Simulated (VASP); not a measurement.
Set up this calculation in VASP 6.6.1, as the native input.

* Task: single point
* Functional: PBE
* Potentials or basis: VASP PAW PBE potentials, release 64 (Mg, Cd, Se, O)
* Cutoff: 520 eV
* k mesh: 6 × 6 × 2
* Occupations: gaussian, width 0.02 eV
* Spin: no spin polarisation
* Further INCAR settings: ALGO = Fast; EDIFF = 1e-06; NBANDS = 31

The structure of Mg3CdSe2O2 lies in POSCAR:

```
Mg3CdSe2O2
1.0
    3.8888500000      0.0000000000      0.0000000000
    0.0000000000      3.8888500000      0.0000000000
    0.0000000000      0.0000000000      9.8099500000
Mg Cd Se O
3 1 2 2
Direct
    0.0000000000      0.0000000000      0.5000000000
    0.5000000000      0.5000000000      0.3480200000
    0.5000000000      0.5000000000      0.6519800000
    0.0000000000      0.0000000000      0.0000000000
    0.5000000000      0.0000000000      0.1806570000
    0.0000000000      0.5000000000      0.8193430000
    0.5000000000      0.0000000000      0.5618630000
    0.0000000000      0.5000000000      0.4381370000
```

The cell was built by a generator and needn't be a form met in nature.

The input as run:

INCAR

```
SYSTEM = Mg3CdSe2O2
ALGO = Fast
EDIFF = 1E-6
ENCUT = 520
GGA = PE
ISIF = 2
ISMEAR = 0
KPAR = 4
LASPH = .True.
LCHARG = .False.
LREAL = .False.
LWAVE = .False.
NBANDS = 31
NELM = 60
PREC = Accurate
SIGMA = 0.02
```

KPOINTS

```
k-points
0
Gamma
  6 6 2
  0 0 0
```

Potentials or basis: VASP PAW PBE potentials, release 64 (Mg, Cd, Se, O).

Run with:

```sh
$ cat potpaw_PBE.64/Mg/POTCAR potpaw_PBE.64/Cd/POTCAR potpaw_PBE.64/Se/POTCAR potpaw_PBE.64/O/POTCAR > POTCAR
$ mpirun -np 4 vasp_std > vasp.out
```

It gave:

| Property | Result |
| --- | --- |
| Pressure | 0.0 GPa |
| Band gap on the k mesh | 1.09 eV, indirect (least direct gap 1.17 eV) |

It took 49 s on 4 MPI ranks on Intel(R) Xeon(R) Platinum 8488C (Sapphire Rapids) (shared host), peak memory 0.31 GiB a rank.
